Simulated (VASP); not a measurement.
```yaml
crystal:
  lattice:
    - [0.00000, 3.20925, 3.20925]
    - [3.20925, 0.00000, 3.20925]
    - [3.20925, 3.20925, 0.00000]
  atoms:
    - { symbol: Ag, position: [0.00000, 0.00000, 0.00000] }
    - { symbol: I, position: [0.25000, 0.25000, 0.25000] }
```

Calculation: vdW-DF-cx, VASP's PBE PAW potentials (set 64) (plane waves; VASP). Run with 520 eV cut-off, 7×7×7 Γ-centred mesh, Gaussian smearing of 0.050 eV, potentials Ag I.

Unless said otherwise, spin-orbit coupling is left out, though it shifts the bands of the heavy elements here.

Task: What does the run give for the energy per atom (σ→0), pressure, band gap (on the k-mesh) with the smallest direct gap where there is one?

Result: 
```yaml
band gap (on the k-mesh): 1.24 eV
smallest direct gap (on the k-mesh): 1.24 eV
energy per atom (σ→0): 0.120 eV/atom
pressure: 10.5 kbar
```

The absolute energy has meaning only against runs of the same code, potentials and settings.

The compound is AgI in the zinc blende structure, whereas wurtzite is the usual form. This cell is one point of a volume scan, at 0.97 of the reference volume.
